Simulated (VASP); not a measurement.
A run of VASP 6.6.1 is set up as follows.

Contents of INCAR:

```
PREC = Accurate ; ENCUT = 520
EDIFF = 1E-6 ; ISMEAR = 0
SIGMA = 0.1 ; LREAL = F
LASPH = T ; NELM = 100
ALGO = Normal ; ISIF = 2
LWAVE = F ; LCHARG = T
GGA = PE ; LELF = T
LVHAR = T ; NBANDS = 30
```

KPOINTS

```
regular mesh
0
Gamma
  4 4 4
```

Contents of POSCAR:

```
Sc3TaH
1.0
    4.2660289400      0.0000000000      0.0000000000
    0.0000000000      4.2660289400      0.0000000000
    0.0000000000      0.0000000000      4.2660289400
Sc Ta H
3 1 1
Direct
    0.0000000000      0.5000000000      0.5000000000
    0.5000000000      0.0000000000      0.5000000000
    0.5000000000      0.5000000000      0.0000000000
    0.0000000000      0.0000000000      0.0000000000
    0.5000000000      0.5000000000      0.5000000000
```

Potentials or basis: VASP PAW PBE potentials, release 64 (Sc_sv, Ta_pv, H).

Command:

```bash
$ cat potpaw_PBE.64/Sc_sv/POTCAR potpaw_PBE.64/Ta_pv/POTCAR potpaw_PBE.64/H/POTCAR > POTCAR
$ mpirun -np 1 vasp_std > vasp.out
```

Estimate the pressure.

13.0 GPa.

Estimate the band gap on the k mesh.

none (metal or under the smearing width).

Caveat: the k mesh is coarse (spacing up to 0.37 Å⁻¹), so the values aren't converged. Spin-orbit coupling is left out, which matters for the levels of Ta.
